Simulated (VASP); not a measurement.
Set up this calculation in VASP 6.6.1, as the native input.

```
Task                   : single point
Functional             : PBE
Potentials or basis    : VASP PAW PBE potentials, release 64 (Ga_d, Sb)
Cutoff                 : 520 eV
k mesh                 : 8 × 8 × 8
Occupations            : gaussian, width 0.02 eV
Spin                   : no spin polarisation
Further INCAR settings : ALGO = Normal; EDIFF = 1e-07
```

The structure of GaSb lies in POSCAR:

```
GaSb
1.0
    0.0000000000      3.0590000000      3.0590000000
    3.0590000000      0.0000000000      3.0590000000
    3.0590000000      3.0590000000      0.0000000000
Ga Sb
1 1
Direct
    0.0000000000      0.0000000000      0.0000000000
    0.2500000000      0.2500000000      0.2500000000
```

These files were run (other wordings do the same):

INCAR

```
PREC = Accurate
ENCUT = 520
EDIFF = 1E-7
ISMEAR = 0
SIGMA = 0.02
LREAL = F
LASPH = T
NELM = 80
ALGO = Normal
ISIF = 2
LWAVE = F
LCHARG = F
GGA = PE
```

KPOINTS

```
Automatic mesh
0
Gamma
  8 8 8
```

Potentials or basis: VASP PAW PBE potentials, release 64 (Ga_d, Sb).

The run is started by

```bash
$ cat potpaw_PBE.64/Ga_d/POTCAR potpaw_PBE.64/Sb/POTCAR > POTCAR
$ mpirun -np 1 vasp_std > vasp.out
```

Results of the run:

The pressure is 2.4 GPa and the band gap on the k mesh is 0.04 eV, direct.

Caveat: spin-orbit coupling is left out, which moves the levels of the heavy elements.

Wall time 19 s on 1 thread of Intel(R) Xeon(R) Platinum 8488C (Sapphire Rapids), with other jobs on the host, peak memory 0.18 GiB.
